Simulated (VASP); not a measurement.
```xyz
2
Lattice="2.7502 0.0000 0.0000 0.0000 2.7502 0.0000 0.0000 0.0000 2.7502" Properties=species:S:1:pos:R:3 pbc="T T T"
Fe     0.0000     0.0000     0.0000
P      1.3751     1.3751     1.3751
```
Starting moments (μB, in the order of the record's atoms Fe P): 0.8 0.0.

Level of theory: PBEsol GGA, VASP's PBE PAW potentials (set 64) (plane waves; VASP). Numerical set-up: 400 eV cut-off, Gaussian smearing of 0.050 eV, potentials Fe P.

Give the spin-up energies of bands 2 to 9 at the high-symmetry points, in eV from the Fermi level.

```
band      Γ      X      M      R
----  -----  -----  -----  -----
2     -4.13  -9.78  -6.59  -7.14
3     -4.13  -3.22  -6.59  -7.14
4     -1.01  -3.00  -4.09  -6.52
5     -1.01  -3.00  -2.01  -0.35
6     -1.01  -0.80  -2.01  -0.35
7      0.79  -0.19  -0.40   1.52
8      0.79   5.64   0.81   1.52
9      0.79   5.64   2.50   1.52
```

Give the spin-down energies of bands 2 to 9 at the high-symmetry points, in eV from the Fermi level.

```csv
band,Γ,X,M,R
2,-3.39,-9.71,-6.60,-7.01
3,-3.39,-2.65,-6.60,-7.01
4,-0.47,-2.65,-3.53,-6.54
5,-0.47,-2.30,-1.53,0.86
6,-0.47,-0.24,-1.53,0.86
7,0.78,0.94,0.81,1.57
8,0.78,5.83,1.31,1.57
9,0.78,5.83,3.18,1.57
```

It has no gap at this level: it comes out as a metal or semimetal.

The structure was generated: FeP was put into the CsCl type type (Pm-3m), which need not be its known phase. It was relaxed first, which changed the volume by -31 %.
